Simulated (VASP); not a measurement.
Consider the following.

```yaml
crystal:
  lattice:
    - [3.62926, 0.00000, 0.00000]
    - [0.00000, 3.62926, 0.00000]
    - [0.00000, 0.00000, 3.62926]
  atoms:
    - { symbol: Fe, position: [0.00000, 0.00000, 0.00000], spin: 2.9 }
    - { symbol: Ni, position: [0.00000, 0.50000, 0.50000], spin: 0.6 }
    - { symbol: Ni, position: [0.50000, 0.00000, 0.50000], spin: 0.6 }
    - { symbol: Ni, position: [0.50000, 0.50000, 0.00000], spin: 0.6 }
```

Calculation: vdW-DF2, VASP's PBE PAW potentials (set 64) (plane waves; VASP). Numerical set-up: 520 eV cut-off, 10×10×10 Γ-centred mesh, tetrahedra with Blöchl corrections, potentials Fe Ni.

The cores are frozen, which limits the accuracy of field gradients.

Q: Give the principal components of the electric field gradient (V/Å²) and the asymmetry η at each nucleus.

A: 
```json
[
 {"atom": "Fe1", "Vxx": "0.0", "Vyy": "0.0", "Vzz": "0.0", "η": "-"},
 {"atom": "Ni2", "Vxx": "-1.4", "Vyy": "-1.4", "Vzz": "2.9", "η": "0.00"},
 {"atom": "Ni3", "Vxx": "-1.4", "Vyy": "-1.4", "Vzz": "2.9", "η": "0.00"},
 {"atom": "Ni4", "Vxx": "-1.4", "Vyy": "-1.4", "Vzz": "2.9", "η": "0.00"}
]
```

The compound is Ni3Fe in the L1_2 structure. It was relaxed first, which changed the volume by +7 %.
